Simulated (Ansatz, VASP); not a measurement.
**Cross-check of ErAl2Ge2 between VASP and Ansatz**

One calculation is typed for both programs; each brings its own data sets and cutoff. How far apart do they land? The cell is taken from a series of VASP runs on this material, whose earlier steps may have relaxed, scaled or displaced it; both programs get it as it stands.

Method: plane waves, with VASP 6.6.1 beside it; single point at PBEsol, DFT+U, in Ansatz 0.2.0.

In doubt: a part-filled 4f shell, where there is one, can sit in one of many states, so energies may not be the lowest and differences between runs may mislead; derivatives with an open 4f shell can jump between states, which bears on forces and vibrations.

**1. The structure**

It takes space group P-3m1 (No. 164, trigonal). Conventional cell: a = 4.239 Å, b = 4.239 Å, c = 6.462 Å, α = 90.00°, β = 90.00°, γ = 120.00°. Nearest to Er lie 6 Ge at 2.94 Å. Nearest to Al lie 4 Ge at 2.53 to 2.55 Å. Nearest to Ge lie 4 Al at 2.53 to 2.55 Å and 3 Er at 2.94 Å. Farther neighbours are not listed.

**2. Ansatz: single point, PBEsol, DFT+U**

Ansatz runs on its default PAW (the set named soft_2) files.

With cell and atoms fixed, the geometry can't cause a difference; cores, projectors, grids and the points listed under the comparison can.

input.yaml

```yaml
crystal:
  lattice:
    - [4.2393783509, 0.0, 0.0]
    - [-2.1196891754, 3.6714093482, 0.0]
    - [0.0, 0.0, 6.4617469365]
  atoms:
    - { symbol: Er, position: [0.0, 0.0, 0.0], spin: 3.0 }
    - { symbol: Al, position: [0.66666667, 0.33333333, 0.3530562638] }
    - { symbol: Al, position: [0.33333333, 0.66666667, 0.6469437362] }
    - { symbol: Ge, position: [0.66666667, 0.33333333, 0.747067808] }
    - { symbol: Ge, position: [0.33333333, 0.66666667, 0.252932192] }
hamiltonian:
  xc: pbesol
  pseudopotentials: { kind: paw }
  hubbard: { sites: [{ species: Er, l: f, u_eff: 6.0 }] }
magnetization:
  spin_polarized: true
kpoints:
  mp_grid: { grid: [5, 5, 3] }
scf:
  occupations: { method: methfessel_paxton, width: 0.2 }
  n_extra_bands: 8
output:
  forces: true
  stress: true
  eigenvalues: true
```

On the command line:

```bash
$ ansatz run input.yaml --threads 2 --pin off --max-ram 4608MiB --backend cpu --events-out ev --progress --plain --runs-dir out
```

Numbers of over 12 decimals in the logs are rounded to 6 here.

What it wrote:

```text
Er: projections on atomic orbitals take those of the free atom [Kr 4d10] 4f12 5s2 5p6 5d0 6s2, of charge +0.00 (hamiltonian.pseudopotentials.projection_atoms); the dataset's partial waves leave at most 1.3e-4 of an orbital's norm unspanned inside its sphere
Al: projections on atomic orbitals take those of the free atom [Ne] 3s2 3p1, of charge +0.00 (hamiltonian.pseudopotentials.projection_atoms); the dataset's partial waves leave at most 3.3e-8 of an orbital's norm unspanned inside its sphere
Ge: projections on atomic orbitals take those of the free atom [Ar] 3d10 4s2 4p2, of charge +0.00 (hamiltonian.pseudopotentials.projection_atoms); the dataset's partial waves leave at most 1.2e-6 of an orbital's norm unspanned inside its sphere
scf.n_extra_bands = 8 over 28 filled bands (N_el = 56.0): the run solves 36 bands
Engine: ansatz 0.2.0, aarch64-unknown-linux-gnu
Pseudopotentials: kind: paw
Pseudopotential: Er, paw, valence charge 22, recommended cutoff 420 eV (normal), Er.paw.azcp
Pseudopotential: Al, paw, valence charge 3, recommended cutoff 420 eV (normal), Al.paw.azcp
Pseudopotential: Ge, paw, valence charge 14, recommended cutoff 420 eV (normal), Ge.paw.azcp
Functional definition: PBEsol
  exchange = pbesol_x
  correlation = pbesol_c
Crystal: 5 atoms, lattice volume = 100.574 Å³
Basis set: ecut = 420 eV, 1959 PW (Γ), exchange–correlation on 60×60×90 points (8 copies of the dense FFT grid, shifted against one another)
Bands: 39, of which v1, the nominal top of the filled ones, is band 28 counted from 1 (27 counted from 0)
Symmetry: 12 space group operations
Space group: P-3m1 (ITA 164), of the structure as read, at distance tolerance 4.7e-5 Å
Magnetic group: BNS 164.85 (UNI 1315), of the structure as read, at distance tolerance 4.7e-5 Å
k-points: 12 of 75
Non-local potential: Er, projectors of the file, l = 0: 3, l = 1: 2, l = 2: 2, l = 3: 3
Non-local potential: Al, projectors of the file, l = 0: 2, l = 1: 2, l = 2: 1
Non-local potential: Ge, projectors of the file, l = 0: 2, l = 1: 2, l = 2: 3, l = 3: 1
PAW form: soft (Blöchl's): semilocal exchange-correlation on the pseudo side does not see the compensation charge
PAW frozen core: Er, regenerated for the run's functional, and the local potential with it (the file was generated under x = pbe(κ = 0.804, μ = 0.219515), c = pbe(β = 0.066725))
PAW frozen core: Al, regenerated for the run's functional, and the local potential with it (the file was generated under x = pbe(κ = 0.804, μ = 0.219515), c = pbe(β = 0.066725))
PAW frozen core: Ge, regenerated for the run's functional, and the local potential with it (the file was generated under x = pbe(κ = 0.804, μ = 0.219515), c = pbe(β = 0.066725))
PAW one-centre angular grid: Er, 590 points (default); XC on 64 Gauss nodes
PAW one-centre angular grid: Al, 110 points (default); XC on 64 Gauss nodes
PAW one-centre angular grid: Ge, 590 points (default); XC on 64 Gauss nodes
Initial density: superposition of atomic densities (chi_scale 0.1, normalization cell, long waves kept (reshape's long-wave potential 0.04 eV rms))
Initial wavefunctions: pseudopotential atomic-orbital guess
Functional: x = pbesol(κ = 0.804, μ = 0.123457), c = pbesol(β = 0.046)
SCF iter   1: F=—  HF=-21531.580467 eV  |F-HF|=—  |Δ(HF+E_count)|=         —  Δρ=2.56e-2 (↑2.56e-2 ↓2.31e-2)  dr2=5.13e0  dr2_m=1.23e-1  M=2.730 μB ∫|m|=2.784 μB  β_m=0.30  ethr=3.10e-3  ⟨swp⟩=7.0  Hψ=3760  notcnv=0
preconditioner: auto → Kerker (q_TF=auto, 2.475 Å⁻¹)  [metal: Δε(μ)=0.025 eV  Ē_g=17.051 eV  σ=0.200 eV  W_gap=0.11  n_scr=22 (ndim 8)  ℏωp=27.2 eV  f_vac=0.000  D(μ)=1.41/eV (n_scr^D=2)]
spin=Collinear: Kerker preconditioning applied to the charge; magnetization (m = ρ↑ − ρ↓) channel mixes plain (no charge-response kernel on spin).
SCF iter   2: F=—  HF=-21530.949993 eV  |F-HF|=—  |Δ(HF+E_count)|=   6.30e-1  Δρ=2.10e-2 (↑1.80e-2 ↓2.10e-2)  dr2=2.41e0  dr2_m=1.29e-1  M=2.811 μB ∫|m|=2.850 μB  β_m=0.65  ethr=3.10e-3  ⟨swp⟩=1.7  Hψ=1175  notcnv=0  defer=1
SCF iter   3: F=—  HF=-21530.917085 eV  |F-HF|=—  |Δ(HF+E_count)|=   3.29e-2  Δρ=7.64e-3 (↑7.64e-3 ↓7.56e-3)  dr2=2.05e-1  dr2_m=3.01e-2  M=2.933 μB ∫|m|=3.011 μB  β_m=0.65  ethr=3.10e-3  ⟨swp⟩=2.1  Hψ=1461  notcnv=0
SCF iter   4: F=—  HF=-21530.797478 eV  |F-HF|=—  |Δ(HF+E_count)|=   1.20e-1  Δρ=8.99e-3 (↑4.42e-3 ↓8.99e-3)  dr2=1.69e-1  dr2_m=5.81e-3  M=3.054 μB ∫|m|=3.113 μB  β_m=0.62  ethr=3.65e-4  ⟨swp⟩=2.6  Hψ=2092  notcnv=0
SCF iter   5: F=—  HF=-21530.748340 eV  |F-HF|=—  |Δ(HF+E_count)|=   4.91e-2  Δρ=1.93e-3 (↑1.84e-3 ↓1.93e-3)  dr2=1.56e-2  dr2_m=5.66e-5  M=3.058 μB ∫|m|=3.123 μB  β_m=0.57  ethr=3.02e-4  ⟨swp⟩=2.0  Hψ=1971  notcnv=0
SCF iter   6: F=—  HF=-21530.739330 eV  |F-HF|=—  |Δ(HF+E_count)|=   9.01e-3  Δρ=1.27e-3 (↑8.83e-4 ↓1.27e-3)  dr2=4.51e-3  dr2_m=4.15e-4  M=3.001 μB ∫|m|=3.099 μB  β_m=0.79  ethr=2.78e-5  ⟨swp⟩=2.1  Hψ=1550  notcnv=0
SCF iter   7: F=—  HF=-21530.760756 eV  |F-HF|=—  |Δ(HF+E_count)|=   2.14e-2  Δρ=3.30e-3 (↑3.56e-4 ↓3.30e-3)  dr2=1.61e-2  dr2_m=2.46e-3  M=2.947 μB ∫|m|=3.044 μB  β_m=0.71  ethr=8.05e-6  ⟨swp⟩=2.0  Hψ=1489  notcnv=0  recentre
[...]
Initial wavefunctions: those read from a saved state, or passed on in memory by an earlier step or the calling program
[...]
preconditioner: auto → Kerker (q_TF=auto, 2.475 Å⁻¹)  [metal: Δε(μ)=0.006 eV  Ē_g=16.778 eV  σ=0.100 eV  W_gap=0.02  n_scr=22 (ndim 8)  ℏωp=27.2 eV  f_vac=0.004  D(μ)=2.95/eV (n_scr^D=22)]
spin=Collinear: Kerker preconditioning applied to the charge; magnetization (m = ρ↑ − ρ↓) channel mixes plain (no charge-response kernel on spin).
[...]
SCF iter   5: F=—  HF=-21530.895038 eV  |F-HF|=—  |Δ(HF+E_count)|=   2.15e-4  Δρ=2.14e-4 (↑1.93e-4 ↓2.14e-4)  dr2=1.59e-4  dr2_m=2.37e-5  M=2.694 μB ∫|m|=2.750 μB  β_m=0.15  ethr=8.55e-7  ⟨swp⟩=2.0  Hψ=3566  notcnv=0
SCF iter   6: F=-21530.894971 eV  HF=-21530.894988 eV  |F-HF|=1.66e-5  |Δ(HF+E_count)|=   5.01e-5  Δρ=1.60e-4 (↑1.15e-4 ↓1.60e-4)  dr2=3.19e-5  dr2_m=1.42e-5  M=2.682 μB ∫|m|=2.737 μB  ethr=1.79e-7  ⟨swp⟩=2.2  Hψ=10287  notcnv=0
SCF 2 converged in 6 iterations: F = -21530.894971 eV  dr2 = 3.19e-5
iter 1 solved again at ethr=5.70e-8 eV; its pass at ethr=1.79e-6 eV (dr2=3.19e-5 eV) is discarded
SCF iter   1: F=—  HF=-21530.894988 eV  |F-HF|=—  |Δ(HF+E_count)|=         —  Δρ=1.60e-4 (↑1.15e-4 ↓1.60e-4)  dr2=3.19e-5  dr2_m=1.42e-5  M=2.682 μB ∫|m|=2.737 μB  ethr=5.70e-8  ⟨swp⟩=1.0  Hψ=13912  notcnv=0
preconditioner: auto → Kerker (q_TF=auto, 2.475 Å⁻¹)  [metal: Δε(μ)=0.001 eV  Ē_g=16.760 eV  σ=0.100 eV  W_gap=0.00  n_scr=22 (ndim 8)  ℏωp=27.2 eV  f_vac=0.003  D(μ)=2.94/eV (n_scr^D=22)]
spin=Collinear: Kerker preconditioning applied to the charge; magnetization (m = ρ↑ − ρ↓) channel mixes plain (no charge-response kernel on spin).
SCF iter   2: F=—  HF=-21530.895130 eV  |F-HF|=—  |Δ(HF+E_count)|=   1.42e-4  Δρ=6.30e-5 (↑6.30e-5 ↓5.06e-5)  dr2=9.09e-6  dr2_m=9.55e-8  M=2.682 μB ∫|m|=2.737 μB  ethr=1.79e-6  ⟨swp⟩=2.0  Hψ=11511  notcnv=0
SCF iter   3: F=—  HF=-21530.895279 eV  |F-HF|=—  |Δ(HF+E_count)|=   1.50e-4  Δρ=7.82e-5 (↑4.43e-5 ↓7.82e-5)  dr2=5.12e-6  dr2_m=2.21e-6  M=2.677 μB ∫|m|=2.730 μB  ethr=3.21e-8  ⟨swp⟩=2.0  Hψ=10019  notcnv=0
SCF iter   4: F=—  HF=-21530.895295 eV  |F-HF|=—  |Δ(HF+E_count)|=   1.53e-5  Δρ=4.00e-5 (↑3.88e-6 ↓4.00e-5)  dr2=1.71e-6  dr2_m=3.40e-7  M=2.675 μB ∫|m|=2.729 μB  ethr=2.94e-8  ⟨swp⟩=1.9  Hψ=6224  notcnv=0
SCF iter   5: F=—  HF=-21530.895296 eV  |F-HF|=—  |Δ(HF+E_count)|=   1.54e-6  Δρ=6.47e-6 (↑2.50e-6 ↓6.47e-6)  dr2=1.29e-7  dr2_m=6.27e-9  M=2.676 μB ∫|m|=2.729 μB  ethr=6.76e-9  ⟨swp⟩=2.0  Hψ=7164  notcnv=0
SCF iter   6: F=-21530.895298 eV  HF=-21530.895298 eV  |F-HF|=5.07e-9  |Δ(HF+E_count)|=   1.62e-6  Δρ=4.30e-6 (↑4.23e-6 ↓4.30e-6)  dr2=2.08e-8  dr2_m=3.82e-9  M=2.675 μB ∫|m|=2.728 μB  ethr=1.79e-10  ⟨swp⟩=1.9  Hψ=10766  notcnv=0
SCF iter   7: F=-21530.895298 eV  HF=-21530.895298 eV  |F-HF|=5.12e-9  |Δ(HF+E_count)|=  4.73e-11  Δρ=4.30e-6 (↑4.23e-6 ↓4.30e-6)  dr2=2.09e-8  dr2_m=3.81e-9  M=2.675 μB ∫|m|=2.728 μB  ethr=3.72e-11  ⟨swp⟩=1.9  Hψ=11986  notcnv=0
SCF 3 converged in 7 iterations: F = -21530.895298 eV  dr2 = 2.09e-8
an SCF along what the orbitals of the run's state read of its open shells (or to have them read: on a GPU, or by another smearing), with 10 of the crystal's symmetry operations given up (38 k-points in place of 12), reached no lower state that the run goes on to. This is no proof of a minimum
this state was not tested for a lower state beside it, because cold or Methfessel-Paxton smearing, or corrected tetrahedra, fill the levels in a way that the test cannot read (fill_not_monotonic; see scf.lower_state_search)
SCF converged after 82 iterations (20 of them in the search for the orbital order of the open f shells)
Magnetization: 2.7288 μB (29.3644 up, 26.6356 down)
Absolute magnetization: 2.7704 μB (∫|ρ↑−ρ↓|, with the PAW one-centre terms)
Spin contamination: 0.0356 ħ² per cell (⟨S²⟩ above its minimum at these occupations)
Per-site moments (μB) at R_I (Å): [(2.706431, 1.214039), (-0.000575341, 1.044314), (-0.000575341, 1.044314), (-0.00501816, 1.044314), (-0.00501816, 1.044314)]
Free energy (F): -21530.845310 eV
Harris-Foulkes:  -21530.845310 eV  (|F-HF|=2.43e-8)
Internal energy: -21530.820141 eV  (E = F + TS)
E sigma→0 (E₀):  -21530.839017 eV
Entropy (-TS):   -0.025169 eV (-5.034 meV/atom)
Fermi energy:    10.492283 eV
--- Per-component energies (eV) ---
  E_band       = -284.184753
  E_kinetic    = 654.697100
  E_local      = -10381.683803  (includes V_loc(G=0)·N_el)
  E_nonlocal   = 1525.929334
  E_hartree    = 4565.451463
  E_xc         = -426.991940
  E_vxc        = -421.151452  (∫ρ·V_xc dr)
  E_hubbard    = 0.737343  (on-site DFT+U / exact-exchange correction)
  E_vhub       = -32.463119  (the Hubbard potential's part of the band-sum identity)
  E_paw        = -11878.195535  (= ΣΔE_a)
  E_vpaw       = -760.395838  (= ΣTr[D̂ρ^β])
  E_aug_tail   = 0.000556  (compensation charges beyond the density's cutoff)
  E_ewald      = -5593.607517
  E_core_change = 2.842859  (= ΣΔE_core)
  E_smearing   = -0.025169  (= −TS)
  E_closure    = -0.000000  (closes the sum)
  Σ components = -21530.845310   (vs F -21530.845310, Δ=0.00e0)
--- Forces (eV/Å), atoms counted from 1 ---
  atom   1  Er     0.00000000     0.00000000     0.00000000
  atom   2  Al    -0.01086306    -0.00711037     0.02779214
  atom   3  Al     0.01086306     0.00711037    -0.02779214
  atom   4  Ge    -0.01810569    -0.01059539     0.03216804
  atom   5  Ge     0.01810569     0.01059539    -0.03216804
  max |Σ_I F_I| component: 0.00e0 eV/Å
--- Stress (GPa, compression-positive) ---
        0.347702       0.018696       0.042375
        0.018785       0.374608       0.022101
        0.042378       0.022086       1.787600
  P = ⅓ Tr σ = 0.8366 GPa (8.366 kbar)
--- Band table (eV; the first three rows and the last of 76) ---
  k-point 0 ↑: bands = [... 24 lower, 8.1281, 8.1357, 9.8561, 10.4484, 10.4504, 11.5272, 11.6164, 11.6247, ... 4 higher]
  k-point 1 ↑: bands = [... 24 lower, 8.4710, 8.4805, 8.8530, 9.4889, 9.4948, 10.1857, 11.3105, 11.3185, ... 4 higher]
  k-point 2 ↑: bands = [... 24 lower, 6.2331, 7.9333, 8.0154, 9.3404, 9.7558, 10.4766, 12.1487, 12.3950, ... 4 higher]
  k-point 37 ↓: bands = [... 24 lower, 8.2385, 9.2605, 10.5221, 11.4055, 11.9352, 12.3344, 12.3900, 12.5848, ... 4 higher]
Occupation matrices written to <dir>
```

It took 4.2 min on 2 threads of Arm Neoverse V1, shared host; peak memory 1.1 GiB.

The run ends at a pressure of 0.84 GPa, with forces up to 0.038 eV/Å.

(Continued in part 2 of 2.)

[Lines on the potential files, build, host, timing and source positions are cut from VASP's logs without a mark.]

[Logs are printed without paths, hosts, clocks, repeated set-up lines and the standing remarks that a program may print on its own settings, such as how far it seeks lower states.]

[Hosts, paths, dates, database ids (printed as entryN), source tags and the programs' standing remarks are cut or masked in the printed files.]
